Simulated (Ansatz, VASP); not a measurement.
# Al5Co2 (Al5Co2 (P6_3/mmc)): VASP beside Ansatz

Wanted: the spread between two codes on one cell, functional and k mesh. Of the first pair: The structure shown is the start of the Ansatz relaxation below; VASP solves that cell, so the two are compared at the walk's first step.

Calculated with Ansatz 0.2.0; plane waves, with VASP 6.6.1 beside it; single point at PBEsol.

## 1. The structure

It takes space group P6_3/mmc (No. 194, hexagonal). The conventional cell has a = 7.605 Å, b = 7.605 Å, c = 7.514 Å, α = 90.00°, β = 90.00°, γ = 120.00°. Al has 6 Co at 2.52 Å and 6 Al at 2.60 Å nearest. Nearest to Al lie 3 Co at 2.39 to 2.62 Å. Nearest to Al lie 4 Co at 2.32 to 2.66 Å and 1 Al at 2.60 Å. Co has 9 Al at 2.32 to 2.62 Å nearest. Co has 10 Al at 2.39 to 2.66 Å nearest. Farther neighbours are not listed.

## 2. Ansatz: relaxation, PBEsol

Ansatz runs on its PAW soft_1 files.

The two programs are compared at the cell with which this relaxation starts, whose forces are those of its first step.

The input, input.yaml:

```yaml
crystal:
  lattice:
    - [7.6047406, 0.0, 0.0]
    - [-3.8023703, 6.5858985, 0.0]
    - [0.0, 0.0, 7.5139844]
  atoms:
    - { symbol: Al, position: [0.0, 0.0, 0.0] }
    - { symbol: Al, position: [0.0, 0.0, 0.5] }
    - { symbol: Al, position: [0.46812756, 0.93625511, 0.25] }
    - { symbol: Al, position: [0.53187244, 0.46812756, 0.75] }
    - { symbol: Al, position: [0.93625511, 0.46812756, 0.75] }
    - { symbol: Al, position: [0.06374489, 0.53187244, 0.25] }
    - { symbol: Al, position: [0.46812756, 0.53187244, 0.25] }
    - { symbol: Al, position: [0.53187244, 0.06374489, 0.75] }
    - { symbol: Al, position: [0.19395946, 0.38791892, 0.93916405] }
    - { symbol: Al, position: [0.80604054, 0.19395946, 0.43916405] }
    - { symbol: Al, position: [0.38791892, 0.19395946, 0.43916405] }
    - { symbol: Al, position: [0.61208108, 0.80604054, 0.93916405] }
    - { symbol: Al, position: [0.19395946, 0.80604054, 0.93916405] }
    - { symbol: Al, position: [0.80604054, 0.61208108, 0.06083595] }
    - { symbol: Al, position: [0.80604054, 0.19395946, 0.06083595] }
    - { symbol: Al, position: [0.80604054, 0.61208108, 0.43916405] }
    - { symbol: Al, position: [0.38791892, 0.19395946, 0.06083595] }
    - { symbol: Al, position: [0.61208108, 0.80604054, 0.56083595] }
    - { symbol: Al, position: [0.19395946, 0.38791892, 0.56083595] }
    - { symbol: Al, position: [0.19395946, 0.80604054, 0.56083595] }
    - { symbol: Co, position: [0.33333333, 0.66666667, 0.75] }
    - { symbol: Co, position: [0.66666667, 0.33333333, 0.25] }
    - { symbol: Co, position: [0.12698802, 0.25397604, 0.25] }
    - { symbol: Co, position: [0.87301198, 0.12698802, 0.75] }
    - { symbol: Co, position: [0.25397604, 0.12698802, 0.75] }
    - { symbol: Co, position: [0.74602396, 0.87301198, 0.25] }
    - { symbol: Co, position: [0.12698802, 0.87301198, 0.25] }
    - { symbol: Co, position: [0.87301198, 0.74602396, 0.75] }
basis:
  ecutwfc: 420
  xc_grid: 2
hamiltonian:
  xc: pbesol
  pseudopotentials: { kind: paw, azcp: { folder: soft_1 }, xc_functional: pbe }
kpoints:
  mp_grid: { grid: [6, 6, 5] }
scf:
  occupations: { method: fermi_dirac, width: 0.05 }
  max_iter: 150
output:
  forces: true
  stress: true
relax:
  f_tol: 0.01
  max_steps: 60
  cell: {}
checkpoint:
  write: "../pbesol.run"
  compress: false
  write_wavefunctions: false
  write_every: 100000
```

Command:

```bash
ansatz run input.yaml --threads 4 --pin off --max-ram 6594MiB --backend cpu --events-out ev --progress --plain --runs-dir out
```

Numbers of over 12 decimals in the logs are rounded to 6 here.

The log of the run:

```text
Engine: ansatz 0.2.0, aarch64-unknown-linux-gnu
Pseudopotentials: kind: paw
Pseudopotential: Al, paw, valence charge 3, recommended cutoff 420 eV (normal), soft_1/Al.paw.azcp
Pseudopotential: Co, paw, valence charge 17, recommended cutoff 420 eV (normal), soft_1/Co.paw.azcp
Functional definition: PBEsol
  exchange = pbesol_x
  correlation = pbesol_c
Crystal: 28 atoms, lattice volume = 376.331 Å³
Basis set: ecut = 420 eV, 7363 PW (Γ), exchange–correlation on 108×108×108 points (8 copies of the dense FFT grid, shifted against one another)
Bands: 126, of which v1, the nominal top of the filled ones, is band 98 counted from 1 (97 counted from 0)
Symmetry: 24 space group operations
Space group: P63/mmc (ITA 194), of the structure as read, at distance tolerance 7.2e-5 Å
k-points: 21 of 180
Non-local potential: Al, projectors of the file, l = 0: 2, l = 1: 2, l = 2: 1
Non-local potential: Co, projectors of the file, l = 0: 3, l = 1: 2, l = 2: 3, l = 3: 1
PAW form: soft (Blöchl's): semilocal exchange-correlation on the pseudo side does not see the compensation charge
PAW frozen core: Al, regenerated for the run's functional, and the local potential with it (the file was generated under x = pbe(κ = 0.804, μ = 0.219515), c = pbe(β = 0.066725))
PAW frozen core: Co, regenerated for the run's functional, and the local potential with it (the file was generated under x = pbe(κ = 0.804, μ = 0.219515), c = pbe(β = 0.066725))
PAW one-centre angular grid: Al, 110 points (default); XC on 64 Gauss nodes
PAW one-centre angular grid: Co, 590 points (default); XC on 64 Gauss nodes
Initial density: superposition of atomic densities (chi_scale 0.1, normalization cell, long waves kept (reshape's long-wave potential 0.04 eV rms))
Initial wavefunctions: pseudopotential atomic-orbital guess
Functional: x = pbesol(κ = 0.804, μ = 0.123457), c = pbesol(β = 0.046)
SCF iter   1: F=—  HF=-51257.726599 eV  |F-HF|=—  |Δ(HF+E_count)|=         —  Δρ=1.08e-1  dr2=6.20e1  ethr=3.10e-3  ⟨swp⟩=5.7  Hψ=10285  notcnv=0  defer=102
preconditioner: auto → Kerker (q_TF=auto, 2.447 Å⁻¹)  [metal: Δε(μ)=0.095 eV  Ē_g=6.560 eV  σ=0.050 eV  W_gap=0.39  n_scr=82 (ndim 8)  ℏωp=22.0 eV  f_vac=0.000  D(μ)=2.84/eV (n_scr^D=8)]
SCF iter   2: F=—  HF=-51252.354078 eV  |F-HF|=—  |Δ(HF+E_count)|=    5.37e0  Δρ=4.96e-2  dr2=1.94e1  ethr=3.10e-3  ⟨swp⟩=2.1  Hψ=4060  notcnv=0  defer=348
SCF iter   3: F=—  HF=-51248.267094 eV  |F-HF|=—  |Δ(HF+E_count)|=    4.09e0  Δρ=1.66e-2  dr2=1.73e0  ethr=3.10e-3  ⟨swp⟩=2.9  Hψ=4053  notcnv=0  defer=348
SCF iter   4: F=—  HF=-51248.056389 eV  |F-HF|=—  |Δ(HF+E_count)|=   2.11e-1  Δρ=1.15e-2  dr2=4.59e-1  ethr=8.83e-4  ⟨swp⟩=2.5  Hψ=3371  notcnv=0  defer=310
SCF iter   5: F=—  HF=-51248.033888 eV  |F-HF|=—  |Δ(HF+E_count)|=   2.25e-2  Δρ=4.23e-3  dr2=7.85e-2  ethr=2.34e-4  ⟨swp⟩=2.0  Hψ=3440  notcnv=0  defer=310
SCF iter   6: F=—  HF=-51248.024460 eV  |F-HF|=—  |Δ(HF+E_count)|=   9.43e-3  Δρ=2.29e-3  dr2=2.50e-2  ethr=4.00e-5  ⟨swp⟩=2.0  Hψ=2568  notcnv=0  defer=310
SCF iter   7: F=—  HF=-51248.020937 eV  |F-HF|=—  |Δ(HF+E_count)|=   3.52e-3  Δρ=8.23e-4  dr2=2.54e-3  ethr=1.27e-5  ⟨swp⟩=2.2  Hψ=2807  notcnv=0  defer=310
SCF iter   8: F=—  HF=-51248.020740 eV  |F-HF|=—  |Δ(HF+E_count)|=   1.97e-4  Δρ=1.38e-4  dr2=8.68e-5  ethr=1.30e-6  ⟨swp⟩=2.0  Hψ=2647  notcnv=0  defer=310
SCF iter   9: F=—  HF=-51248.020745 eV  |F-HF|=—  |Δ(HF+E_count)|=   4.37e-6  Δρ=2.50e-5  dr2=3.84e-6  ethr=4.43e-8  ⟨swp⟩=2.1  Hψ=3254  notcnv=0  defer=310
SCF iter  10: F=—  HF=-51248.020744 eV  |F-HF|=—  |Δ(HF+E_count)|=   6.61e-7  Δρ=6.25e-6  dr2=2.15e-7  ethr=1.96e-9  ⟨swp⟩=2.0  Hψ=3560  notcnv=0  defer=310
SCF iter  11: F=-51248.020744 eV  HF=-51248.020744 eV  |F-HF|=1.64e-8  |Δ(HF+E_count)|=   8.21e-8  Δρ=2.57e-6  dr2=1.54e-8  ethr=5.10e-11  ⟨swp⟩=4.0  Hψ=8352  notcnv=0
SCF 1 converged in 11 iterations: F = -51248.020744 eV  dr2 = 1.54e-8
  greatest PAW one-centre occupation: 1.001 electrons in one spin orbital (limit 2), on the Co atom at site 21 (counted from 0), in its partial waves of l = 1
relax step   1: F+E_penalty+E_count = -51248.02074406 eV  Δ(F+E_penalty+E_count) = +0.000e0 eV  max|allowed force component| = 7.579e-2 eV/Å  Δτ_max = 0.0000 Å  P = +0.399 GPa  Ω = 376.331 Å³  (11 SCF iters, dr2 threshold 1.00e-7 eV, accepted)
[...]
relax step   3: F+E_penalty+E_count = -51248.02461893 eV  Δ(F+E_penalty+E_count) = -2.124e-4 eV  max|allowed force component| = 1.268e-3 eV/Å  Δτ_max = 0.0016 Å  P = -0.009 GPa  Ω = 377.126 Å³  energy of the carried Pulay correction = -2.288e-4 eV  (6 SCF iters, dr2 threshold 5.33e-8 eV, accepted)
[...]
relax step   4: F+E_penalty+E_count = -51248.02486314 eV  Δ(F+E_penalty+E_count) = -2.442e-4 eV  max|allowed force component| = 1.270e-3 eV/Å  Δτ_max = 0.0000 Å  P = -0.008 GPa  Ω = 377.126 Å³  stress off target by 1.49e-2 GPa  SCF on the basis re-selected at this cell (its energy is not comparable with the rows above)  (8 SCF iters)
basis re-selected at this cell: Δ(F+E_penalty+E_count) = -2.442e-4 eV, ΔP = +0.001 GPa vs the last step (what re-selecting the basis moved, of the pressure what is left beyond the Pulay correction that the steps carried, after the strain that the cell walked since its last selection, with what the two solves' SCF thresholds leave and, on support functions, any second-order correction that the steps lacked; it is no m [...]
SCF converged after 8 iterations
Free energy (F): -51248.024863 eV
Harris-Foulkes:  -51248.024863 eV  (|F-HF|=1.46e-11)
Internal energy: -51247.991180 eV  (E = F + TS)
E sigma→0 (E₀):  -51248.008022 eV
Entropy (-TS):   -0.033683 eV (-1.203 meV/atom)
Fermi energy:    11.077347 eV
--- Per-component energies (eV) ---
  E_band       = -2552.978430
  E_kinetic    = 2861.189153
  E_local      = -34755.134491  (includes V_loc(G=0)·N_el)
  E_nonlocal   = 3713.094404
  E_hartree    = 15878.089677
  E_xc         = -1507.325485
  E_vxc        = -1567.959028  (∫ρ·V_xc dr)
  E_paw        = -21478.354819  (= ΣΔE_a)
  E_vpaw       = -4560.347681  (= ΣTr[D̂ρ^β])
  E_aug_tail   = -0.000210  (compensation charges beyond the density's cutoff)
  E_ewald      = -15961.439548
  E_core_change = 1.890138  (= ΣΔE_core)
  E_smearing   = -0.033683  (= −TS)
  E_closure    = -0.000000  (closes the sum)
  Σ components = -51248.024863   (vs F -51248.024863, Δ=0.00e0)
--- Forces (eV/Å), atoms counted from 1 ---
  atom   1  Al    -0.00000000     0.00000000    -0.00000000
  atom   2  Al     0.00000000    -0.00000000     0.00000000
  atom   3  Al    -0.00000000    -0.00041472    -0.00000000
  atom   4  Al     0.00035916    -0.00020736     0.00000000
  atom   5  Al    -0.00035916    -0.00020736     0.00000000
  atom   6  Al     0.00035916     0.00020736    -0.00000000
  atom   7  Al    -0.00035916     0.00020736    -0.00000000
  atom   8  Al     0.00000000     0.00041472     0.00000000
  atom   9  Al    -0.00000000    -0.00052486     0.00127019
  atom  10  Al     0.00045454    -0.00026243     0.00127019
  atom  11  Al    -0.00045454    -0.00026243     0.00127019
  atom  12  Al     0.00045454     0.00026243     0.00127019
  atom  13  Al    -0.00045454     0.00026243     0.00127019
  atom  14  Al    -0.00000000     0.00052486    -0.00127019
  atom  15  Al     0.00045454    -0.00026243    -0.00127019
  atom  16  Al    -0.00000000     0.00052486     0.00127019
  atom  17  Al    -0.00045454    -0.00026243    -0.00127019
  atom  18  Al     0.00045454     0.00026243    -0.00127019
  atom  19  Al     0.00000000    -0.00052486    -0.00127019
  atom  20  Al    -0.00045454     0.00026243    -0.00127019
  atom  21  Co     0.00000000     0.00000000     0.00000000
  atom  22  Co     0.00000000    -0.00000000    -0.00000000
  atom  23  Co    -0.00000000     0.00086449     0.00000000
  atom  24  Co    -0.00074867     0.00043224    -0.00000000
  atom  25  Co     0.00074867     0.00043224    -0.00000000
  atom  26  Co    -0.00074867    -0.00043224     0.00000000
  atom  27  Co     0.00074867    -0.00043224     0.00000000
  atom  28  Co     0.00000000    -0.00086449    -0.00000000
  max |Σ_I F_I| component: 1.37e-17 eV/Å
--- Stress (GPa, compression-positive) ---
       -0.014883       0.000000      -0.000000
       -0.000000      -0.014883       0.000000
       -0.000000       0.000000       0.004655
  P = ⅓ Tr σ = -0.0084 GPa (-0.084 kbar)
--- Relaxed structure (3 steps of the walk, 3 accepted, 1 SCFs on fresh bases) ---
  F+E_penalty+E_count = -51248.02486314 eV   max|allowed force component| = 1.270e-3 eV/Å   (the final SCF, on the basis selected at the relaxed cell)
  cell:  # Å, volume = 377.1260 Å³
    - [7.609612, 0, 0]
    - [-3.804806, 6.590117, 0]
    - [0, 0, 7.520226]
  atoms:
    - { symbol: Al, position: [0, 0, 0] }
    - { symbol: Al, position: [0, 0, 0.5] }
    - { symbol: Al, position: [0.467498, 0.934997, 0.25] }
    - { symbol: Al, position: [0.532502, 0.467498, 0.750000] }
    - { symbol: Al, position: [0.934997, 0.467498, 0.750000] }
    - { symbol: Al, position: [0.065003, 0.532502, 0.25] }
    - { symbol: Al, position: [0.467498, 0.532502, 0.25] }
    - { symbol: Al, position: [0.532502, 0.065003, 0.750000] }
    - { symbol: Al, position: [0.194239, 0.388479, 0.939485] }
    - { symbol: Al, position: [0.805761, 0.194239, 0.439485] }
    - { symbol: Al, position: [0.388479, 0.194239, 0.439485] }
    - { symbol: Al, position: [0.611521, 0.805761, 0.939485] }
    - { symbol: Al, position: [0.194239, 0.805761, 0.939485] }
    - { symbol: Al, position: [0.805761, 0.611521, 0.060515] }
    - { symbol: Al, position: [0.805761, 0.194239, 0.060515] }
    - { symbol: Al, position: [0.805761, 0.611521, 0.439485] }
    - { symbol: Al, position: [0.388479, 0.194239, 0.060515] }
    - { symbol: Al, position: [0.611521, 0.805761, 0.560515] }
    - { symbol: Al, position: [0.194239, 0.388479, 0.560515] }
    - { symbol: Al, position: [0.194239, 0.805761, 0.560515] }
    - { symbol: Co, position: [0.333333, 0.666667, 0.750000] }
    - { symbol: Co, position: [0.666667, 0.333333, 0.25] }
    - { symbol: Co, position: [0.126860, 0.253721, 0.25] }
    - { symbol: Co, position: [0.873140, 0.126860, 0.750000] }
    - { symbol: Co, position: [0.253721, 0.126860, 0.750000] }
    - { symbol: Co, position: [0.746279, 0.873140, 0.25] }
    - { symbol: Co, position: [0.126860, 0.873140, 0.25] }
    - { symbol: Co, position: [0.873140, 0.746279, 0.750000] }
```

The column dr2 measures how far the density is from self-consistency, as an energy; F and HF (Harris–Foulkes) agree once it is small.

[end of part 1 of 3]

[Lines on the potential files, build, host, timing and source positions are cut from VASP's logs without a mark.]

[Logs are printed without paths, hosts, clocks, repeated set-up lines and the standing remarks that a program may print on its own settings, such as how far it seeks lower states.]

[Hosts, paths, dates, database ids (printed as entryN), source tags and the programs' standing remarks are cut or masked in the printed files.]
